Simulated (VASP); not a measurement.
Sn2GeO2:

```
Sn Ge O
1.0
     3.70300    0.00000    0.00000
     0.00000   12.73200    0.00000
     0.00000    0.00000    3.68200
Sn Ge O
4 2 4
Cartesian
  0.0920 4.4170 0.0000
  1.9435 1.9490 1.8410
  3.6110 8.3150 0.0000
  1.7595 10.7830 1.8410
  0.0000 0.0000 0.0000
  1.8515 6.3660 1.8410
  1.9420 3.1910 0.0000
  0.0905 3.1750 1.8410
  1.7610 9.5410 0.0000
  3.6125 9.5570 1.8410
```

The cell was built by a generator and needn't be a form met in nature.

```yaml
Program: VASP 6.6.1
Task: relaxation of cell and atoms
Functional: PBE
Potentials_or_basis: VASP PAW PBE potentials, release 64 (Sn_d, Ge_d, O)
Cutoff: 520 eV
k_mesh: 8 × 4 × 8
Occupations: gaussian, width 0.1 eV
Spin: no spin polarisation
```

At the start: pressure 0.7 GPa; volume 17.36 Å³/atom.

**Question.** Where does the relaxation end?

**Answer.** Over 33 steps the energy falls by 3.7 meV/atom and the volume is 17.71 Å³/atom (+2.0 %); space group Pnnm (No. 58, to 0.05 Å).

The path:
```
step  energy change (eV)  largest force (eV/Å)  pressure (GPa)  volume (Å³)
   1              0.0000                0.1745            0.73       173.59
   2             -0.0224                0.1961            0.05       175.59
   3             -0.0294                0.2184           -0.61       177.62
   4             -0.0304                0.1811            0.58       176.89
   5             -0.0344                0.0163            0.06       177.23
   6             -0.0344                0.0162           -0.01       177.24
   7             -0.0346                0.0148            0.01       177.24
   8             -0.0346                0.0140            0.01       177.24
   9             -0.0346                0.0144            0.00       177.24
  10             -0.0347                0.0128           -0.02       177.25
  11             -0.0349                0.0141           -0.02       177.26
  12             -0.0351                0.0327           -0.08       177.28
  13             -0.0351                0.0272           -0.04       177.24
  14             -0.0352                0.0171            0.01       177.15
  15             -0.0352                0.0162            0.07       177.11
  16             -0.0352                0.0172            0.00       177.13
  17             -0.0352                0.0155            0.04       177.12
  18             -0.0352                0.0148            0.01       177.14
  19             -0.0353                0.0117            0.00       177.20
  20             -0.0354                0.0137           -0.04       177.33
  21             -0.0354                0.0149            0.01       177.28
  22             -0.0355                0.0208            0.06       177.18
  23             -0.0355                0.0268            0.10       177.14
  24             -0.0355                0.0269            0.08       177.14
  25             -0.0355                0.0267            0.10       177.13
  26             -0.0356                0.0268            0.09       177.12
  27             -0.0358                0.0275            0.10       177.10
  28             -0.0359                0.0305            0.12       177.06
  29             -0.0362                0.0271            0.03       177.19
  30             -0.0363                0.0251           -0.12       177.39
  31             -0.0365                0.0194           -0.10       177.36
  32             -0.0367                0.0115           -0.07       177.30
  33             -0.0368                0.0099           -0.02       177.13
```

Final structure:
```cif
data_structure
_symmetry_space_group_name_H-M 'P 1'
_symmetry_Int_Tables_number 1
_cell_length_a 3.6913
_cell_length_b 13.0115
_cell_length_c 3.6880
_cell_angle_alpha 90.000
_cell_angle_beta 90.000
_cell_angle_gamma 90.000
_cell_volume 177.13
loop_
_atom_site_label
_atom_site_type_symbol
_atom_site_fract_x
_atom_site_fract_y
_atom_site_fract_z
_atom_site_occupancy
Sn1 Sn 0.01354 0.34489 0.00000 1
Sn2 Sn 0.51354 0.15511 0.50000 1
Sn3 Sn 0.98646 0.65511 0.00000 1
Sn4 Sn 0.48646 0.84489 0.50000 1
Ge1 Ge 0.00000 0.00000 0.00000 1
Ge2 Ge 0.50000 0.50000 0.50000 1
O1 O 0.51353 0.25018 0.00000 1
O2 O 0.01353 0.24982 0.50000 1
O3 O 0.48647 0.74982 0.00000 1
O4 O 0.98647 0.75018 0.50000 1
```
